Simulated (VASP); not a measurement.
```
CELL_PARAMETERS angstrom
     -2.06200     2.06200     4.51780
      2.06200    -2.06200     4.51780
      2.06200     2.06200    -4.51780
ATOMIC_POSITIONS crystal
  Ga 0.75000 0.25000 0.50000
  Ga 0.25000 0.75000 0.50000
  Ga 0.50000 0.50000 0.00000
  Hg 0.00000 0.00000 0.00000
```

These are PBEsol GGA, VASP's PBE PAW potentials (set 64) (plane waves; VASP 6.6.1) values and carry that method's errors. Run with 400 eV cut-off, 12×12×12 Γ-centred mesh, tetrahedra with Blöchl corrections, potentials Ga_d Hg.

The job: Ga3Hg (space group I4/mmm), 4 atoms, PBEsol, static run, 400 eV, 12×12×12 Γ-centred mesh. Roughly how much core time does it take on a busy server core?

About 4 core-minutes (one run on a shared machine, a rough figure). It had 163 irreducible k-points, 30 bands, up to 1426 plane waves and 16 electronic steps.

The structure comes from a computed database's Ga3Hg entry (I4/mmm); how it stands against other phases isn't given here. It was relaxed first, which changed the volume by -8 %.
